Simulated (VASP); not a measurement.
OSZICAR of a VASP run on MoSi2 (MoSi2 type):

File OSZICAR:
```
       N       E                     dE             d eps       ncg     rms          rms(c)
RMM:   1     0.201693565129E+03    0.20169E+03   -0.72282E+03  2445   0.974E+02
RMM:   2    -0.341765708044E+02   -0.23587E+03   -0.25207E+03  2445   0.287E+02
RMM:   3    -0.997982305662E+01    0.24197E+02   -0.43833E+02  2445   0.146E+02
RMM:   4    -0.188702959670E+02   -0.88905E+01   -0.84710E+01  2445   0.584E+01
RMM:   5    -0.220026139781E+02   -0.31323E+01   -0.28631E+01  2445   0.319E+01
RMM:   6    -0.232232387672E+02   -0.12206E+01   -0.10839E+01  2445   0.172E+01
RMM:   7    -0.237252507503E+02   -0.50201E+00   -0.43909E+00  2445   0.105E+01
RMM:   8    -0.239566294411E+02   -0.23138E+00   -0.19689E+00  2445   0.618E+00
RMM:   9    -0.241362319583E+02   -0.17960E+00   -0.16822E+00  6478   0.395E+00
RMM:  10    -0.241645408564E+02   -0.28309E-01   -0.24523E-01  6426   0.123E+00
RMM:  11    -0.241669510617E+02   -0.24102E-02   -0.19695E-02  6419   0.562E-01
RMM:  12    -0.241674833154E+02   -0.53225E-03   -0.50748E-03  6252   0.218E-01    0.213E+01
RMM:  13    -0.234107496068E+02    0.75673E+00   -0.55242E+00  9435   0.149E+01    0.481E+00
RMM:  14    -0.232808551955E+02    0.12989E+00   -0.39711E-01  8627   0.389E+00    0.398E+00
RMM:  15    -0.232573589782E+02    0.23496E-01   -0.49168E-02  7017   0.174E+00    0.406E-01
RMM:  16    -0.232564678687E+02    0.89111E-03   -0.97622E-03  6119   0.655E-01    0.236E-01
RMM:  17    -0.232561985278E+02    0.26934E-03   -0.21774E-03  5841   0.442E-01    0.831E-02
RMM:  18    -0.232561990426E+02   -0.51476E-06   -0.34565E-04  6318   0.166E-01    0.402E-02
RMM:  19    -0.232562035183E+02   -0.44757E-05   -0.69256E-05  6315   0.716E-02    0.126E-02
RMM:  20    -0.232562026649E+02    0.85339E-06   -0.94189E-06  5519   0.241E-02
   1 F= -.23256203E+02 E0= -.23256045E+02  d E =-.471535E-03
```

**Question.** Which electronic solver shows in the log?

**Answer.** It is RMM-DIIS (ALGO = Fast or VeryFast). The INCAR had ALGO = VeryFast.

**Question.** Can the final energy be trusted as converged?

**Answer.** Self-consistency was reached. It stopped with EDIFF = 1E-6, NELM = 100 (PBE GGA, plane waves, VASP's PBE PAW potentials (set 64)).

The compound is MoSi2 in the MoSi2 type structure. The cell was not relaxed at this level. The run is one of a series of settings (ALGO = VeryFast against the base run), some of them coarse on purpose.
